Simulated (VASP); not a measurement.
Method: PBEsol GGA, VASP's PBE PAW potentials (set 64) (plane waves; VASP).

VASP input:

INCAR:
```
! general
SYSTEM  = BBi
PREC    = Accurate
ENCUT   = 620   ! plane-wave cut-off (eV)
LREAL   = .False.
LASPH   = .True.   ! aspherical one-centre terms

! electronic loop
EDIFF   = 1E-6   ! SCF stop (eV)
NELM    = 100   ! most electronic steps
ALGO    = Normal
LMAXMIX = 4   ! l cut-off of mixed one-centre charges

! smearing
ISMEAR  = 0
SIGMA   = 0.05   ! width (eV)

! functional
GGA     = PS   ! PBEsol

! ions
IBRION  = 2
NSW     = 40   ! most ionic steps
ISIF    = 3   ! ions, shape and volume
EDIFFG  = -0.02   ! ionic stop
PSTRESS = 300

! output
LWAVE   = .False.
LCHARG  = .False.
```

### KPOINTS
```
K-points
0
gamma
  7 7 4
```

### POSCAR
```
BBi
1.0
  3.5616803110   0.0000000000   0.0000000000
 -1.7808401554   3.0845050516   0.0000000000
  0.0000000000   0.0000000000   5.8926445244
B Bi
2 2
Cart
 -0.0000017808   2.0563377292   0.0071049041
  1.7808419364   1.0281673224   2.9534271663
 -0.0000017808   2.0563377292   2.2026367925
  1.7808419364   1.0281673224   5.1489590547
```

POTCAR, in this order: B Bi_d (PBE.64 set). Program: vasp_std.

Output of the run:

**OSZICAR**
```
       N       E                     dE             d eps       ncg     rms          rms(c)
DAV:   1     0.389794748598E+03    0.38979E+03   -0.21529E+04  1056   0.235E+03
DAV:   2     0.166657635939E+02   -0.37313E+03   -0.36685E+03  1068   0.549E+02
DAV:   3    -0.194450990009E+02   -0.36111E+02   -0.35858E+02  1296   0.178E+02
DAV:   4    -0.206086096004E+02   -0.11635E+01   -0.11603E+01  1268   0.340E+01
DAV:   5    -0.206563866510E+02   -0.47777E-01   -0.47771E-01  1556   0.627E+00    0.701E+00
DAV:   6    -0.184216788193E+02    0.22347E+01   -0.58413E+00  1398   0.166E+01    0.270E+00
DAV:   7    -0.182749474775E+02    0.14673E+00   -0.95807E-01  1272   0.502E+00    0.123E+00
DAV:   8    -0.182579983937E+02    0.16949E-01   -0.96473E-02  1400   0.333E+00    0.210E-01
DAV:   9    -0.182562383596E+02    0.17600E-02   -0.10030E-02  1510   0.107E+00    0.826E-02
DAV:  10    -0.182563047241E+02   -0.66364E-04   -0.11090E-03  1466   0.334E-01    0.345E-02
DAV:  11    -0.182563036198E+02    0.11043E-05   -0.21565E-04  1484   0.167E-01    0.852E-03
DAV:  12    -0.182563014148E+02    0.22050E-05   -0.11450E-05  1076   0.237E-02    0.218E-03
DAV:  13    -0.182563014111E+02    0.36798E-08   -0.92767E-07   852   0.805E-03
   1 F= -.61346627E+01 E0= -.61346627E+01  d E =-.613466E+01
```

**OUTCAR**
```
------------------------ aborting loop because EDIFF is reached ----------------------------------------
  FORCE on cell =-STRESS in cart. coord.  units (eV):
  Direction    XX          YY          ZZ          XY          YZ          ZX
  --------------------------------------------------------------------------------------
  Total       12.1055204     12.1055159     12.1038001      0.0000000      0.0000000      0.0000000
  in kB      299.6010853    299.6009730    299.5585084      0.0000000      0.0000000      0.0000000
  external PRESSURE =      -0.4131444 kB  Pullay stress =     300.0000000 kB
  volume of cell :       64.74
      direct lattice vectors                 reciprocal lattice vectors
     3.561680311  0.000000000  0.000000000     0.280766355  0.162100561  0.000000000
    -1.780840155  3.084505052  0.000000000     0.000000000  0.324201122  0.000000000
     0.000000000  0.000000000  5.892644524     0.000000000  0.000000000  0.169703093
 POSITION                                       TOTAL-FORCE (eV/Angst)
 -----------------------------------------------------------------------------------
     -0.00000      2.05634      0.00710         0.000000     -0.000000     -0.008741
      1.78084      1.02817      2.95343         0.000000     -0.000000     -0.008741
     -0.00000      2.05634      2.20264        -0.000000      0.000000      0.008741
      1.78084      1.02817      5.14896        -0.000000     -0.000000      0.008741
 -----------------------------------------------------------------------------------
    total drift:                               -0.001501      0.000866     -0.000185
  FREE ENERGIE OF THE ION-ELECTRON SYSTEM (eV)
  ---------------------------------------------------
  free  energy   TOTEN  =       -18.2563014111 eV

  energy  without entropy=      -18.2563014111  energy(sigma->0) =      -18.25630141
  enthalpy is  TOTEN    =        -6.1346626717 eV   P V=       12.1216387394

 reached required accuracy - stopping structural energy minimisation
```
(Selected blocks of OUTCAR.)

**OUTCAR**
```
 val. band max:       10.4864406098   @ k =   0.0000   0.0000   0.0000

 cond. band min:      10.9892146944   @ k =   0.4286   0.0000   0.0000


 Fermi energy:        10.7138693129

 k-point     1 :       0.0000    0.0000    0.0000
  band No.  band energies     occupation
      1     -13.4389      2.00000
      2     -13.4307      2.00000
      3     -13.4115      2.00000
      4     -13.4115      2.00000
      5     -13.3811      2.00000
      6     -13.3811      2.00000
      7     -13.2640      2.00000
      8     -13.2640      2.00000
      9     -13.1806      2.00000
     10     -13.1806      2.00000
     11      -6.1030      2.00000
     12      -3.1856      2.00000
     13       0.8690      2.00000
     14       8.2610      2.00000
     15       8.2611      2.00000
     16      10.0881      2.00000
     17      10.4864      2.00000
     18      10.4864      2.00000
     19      11.4507      0.00000
     20      12.5171      0.00000
     21      13.2913      0.00000
     22      13.2913      0.00000

 k-point     2 :       0.1429    0.0000    0.0000
  band No.  band energies     occupation
      1     -13.4445      2.00000
      2     -13.4218      2.00000
      3     -13.4085      2.00000
      4     -13.3909      2.00000
      5     -13.3602      2.00000
      6     -13.3533      2.00000
      7     -13.2735      2.00000
      8     -13.2623      2.00000
      9     -13.1962      2.00000
     10     -13.1770      2.00000
     11      -5.7965      2.00000
     12      -2.9352      2.00000
     13       1.1400      2.00000
     14       6.3270      2.00000
     15       7.6089      2.00000
     16       8.6765      2.00000
     17       9.5242      2.00000
     18       9.9436      2.00000
     19      11.8619      0.00000
     20      12.8301      0.00000
     21      13.3643      0.00000
     22      13.9601      0.00000

 k-point     3 :       0.2857    0.0000    0.0000
  band No.  band energies     occupation
      1     -13.4765      2.00000
...
```

Unless said otherwise, spin-orbit coupling is left out, though it shifts the bands of the heavy elements here.

The structure was generated: BBi was put into the wurtzite type (P6_3mc), which need not be its known phase. It was relaxed first under an external pressure of 30 GPa.
